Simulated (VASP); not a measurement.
A run of VASP 6.6.1 is set up as follows.

File INCAR:

```
PREC = Accurate
ENCUT = 600
EDIFF = 1E-6
ISMEAR = -1
SIGMA = 0.05
LREAL = F
LASPH = T
NELM = 60
ALGO = Normal
ISIF = 3
LWAVE = F
LCHARG = F
LMAXMIX = 4
LDAU = T
LDAUTYPE = 2
LDAUL = -1 -1 2
LDAUU = 0 0 8
LDAUJ = 0 0 0
LDAUPRINT = 1
GGA = PE
IBRION = 2
NSW = 60
EDIFFG = -0.01
```

KPOINTS

```
Automatic mesh
0
Gamma
  5 5 5
```

Contents of POSCAR:

```
SrB3Pt
1.0
    4.5405600000      0.0000000000      0.0000000000
    0.0000000000      4.5405600000      0.0000000000
    0.0000000000      0.0000000000      4.5405600000
Sr B Pt
1 3 1
Direct
    0.0000000000      0.0000000000      0.0000000000
    0.5000000000      0.0000000000      0.0000000000
    0.0000000000      0.5000000000      0.0000000000
    0.0000000000      0.0000000000      0.5000000000
    0.5000000000      0.5000000000      0.5000000000
```

Potentials or basis: VASP PAW PBE potentials, release 64 (Sr_sv, B, Pt).

Run with:

```bash
$ cat potpaw_PBE.64/Sr_sv/POTCAR potpaw_PBE.64/B/POTCAR potpaw_PBE.64/Pt/POTCAR > POTCAR
$ mpirun -np 1 vasp_std > vasp.out
```

Problem. Predict the space group after relaxing (to 0.05 Å).

Solution. Pm-3m (No. 221).

Problem. Predict the relaxed volume.

Solution. 22.79 Å³/atom.

Problem. Predict the band gap on the k mesh.

Solution. None (metal or under the smearing width).

Problem. Predict the relaxed cell.

Solution. a = 4.848 Å, b = 4.848 Å, c = 4.848 Å, α = 90.00°, β = 90.00°, γ = 90.00°.

Eigenvalues of the final occupation matrices:
```csv
site,spin,trace,eigenvalues
site 5 d,1,4.60,0.90 0.90 0.90 0.96 0.96
site 5 d,2,4.60,0.90 0.90 0.90 0.96 0.96
```

Caveat: the volume moved by over 15 % at a fixed basis, so the end points are rough; U without spin polarisation on a metal has little footing; the U is typed as a test and isn't derived for this compound. The run has no spin-orbit coupling, so splittings on Pt are missing.
